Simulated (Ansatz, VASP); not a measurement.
Given: the input of a run of Ansatz 0.2.0 on Mg6FeBi.

File input.yaml:

```yaml
crystal:
  lattice:
    - [5.004977, 0.0, 0.0]
    - [0.0, 3.1647195, 5.464853]
    - [0.0, -3.1647195, 5.464853]
  atoms:
    - { symbol: Bi, position: [0.496562, 0.665926, 0.670732] }
    - { symbol: Fe, position: [0.001085, 0.852894, 0.847342], spin: 3.0 }
    - { symbol: Mg, position: [0.49371, 0.160422, 0.17554] }
    - { symbol: Mg, position: [0.50696, 0.665705, 0.155735] }
    - { symbol: Mg, position: [0.496114, 0.15313, 0.673256] }
    - { symbol: Mg, position: [0.006171, 0.333809, 0.341788] }
    - { symbol: Mg, position: [-0.000561, 0.841483, 0.312471] }
    - { symbol: Mg, position: [0.005382, 0.321742, 0.834946] }
hamiltonian:
  xc: pbe
  pseudopotentials: { kind: paw }
magnetization:
  spin_polarized: true
kpoints:
  mp_grid: { grid: [6, 5, 5] }
scf:
  occupations: { method: fermi_dirac, width: 0.05 }
output:
  forces: true
  stress: true
  eigenvalues: true
```

Potentials or basis: Ansatz PAW.

Launch:

```console
$ ansatz run input.yaml --threads 4 --pin off --max-ram 10240MiB --backend cpu --events-out ev --progress --plain --runs-dir out
```

Question: Set up the same calculation for VASP 6.6.1. Potentials there: VASP PAW PBE potentials, release 64 (Bi_d, Fe, Mg).

Answer: As run (the cutoff follows the program's own potentials):

The input INCAR:

```
SYSTEM = Mg6FeBi
PREC = Accurate ; ENCUT = 520
EDIFF = 1E-7 ; ISMEAR = -1
SIGMA = 0.05 ; LREAL = .False.
LASPH = .True. ; NELM = 120
ALGO = Normal ; ISIF = 2
LWAVE = .False. ; LCHARG = .True.
ISPIN = 2 ; MAGMOM = 0 3 0 0 0 0 0 0
LORBIT = 11 ; LMAXMIX = 4
GGA = PE ; LELF = .True.
LVHAR = .True. ; NBANDS = 32
```

KPOINTS

```
Automatic mesh
0
Gamma
  6 5 5
  0 0 0
```

File POSCAR:

```
Mg6FeBi
1.0
    5.0049770000      0.0000000000      0.0000000000
    0.0000000000      3.1647195000      5.4648530000
    0.0000000000     -3.1647195000      5.4648530000
Bi Fe Mg
1 1 6
Direct
    0.4965620000      0.6659260000      0.6707320000
    0.0010850000      0.8528940000      0.8473420000
    0.4937100000      0.1604220000      0.1755400000
    0.5069600000      0.6657050000      0.1557350000
    0.4961140000      0.1531300000      0.6732560000
    0.0061710000      0.3338090000      0.3417880000
   -0.0005610000      0.8414830000      0.3124710000
    0.0053820000      0.3217420000      0.8349460000
```

Potentials or basis: VASP PAW PBE potentials, release 64 (Bi_d, Fe, Mg).

Command:

```bash
$ cat potpaw_PBE.64/Bi_d/POTCAR potpaw_PBE.64/Fe/POTCAR potpaw_PBE.64/Mg/POTCAR > POTCAR
$ mpirun -np 1 vasp_std > vasp.out
```

Both were run:

|  | VASP | Ansatz | Ansatz less VASP |
| --- | --- | --- | --- |
| gap on the k mesh at the Fermi level (eV) | none | none | - |
| pressure (GPa) | 0.1 | 0.2 | +0.13 |
| largest component of the traceless stress (GPa) | 0.49 | 0.49 | +0.006 |
| rms of the force components (eV/Å) | 0.104 | 0.104 | -0.0001 |
| net moment per atom (μB) | 0.31 | 0.31 | +0.002 |
| size of the moment on the site where the two differ most (μB) | 2.68 | 2.73 | +0.054 |

Site moments also hang on the region over which each program counts them. Atom by atom the forces differ by 0.001 eV/Å (rms over components). A gap of «none» marks a metal or a gap that the smearing closes. The two sets of potentials don't hold the same shells in valence.

Caveats: spin-orbit coupling is left out, which moves the levels of the heavy elements.
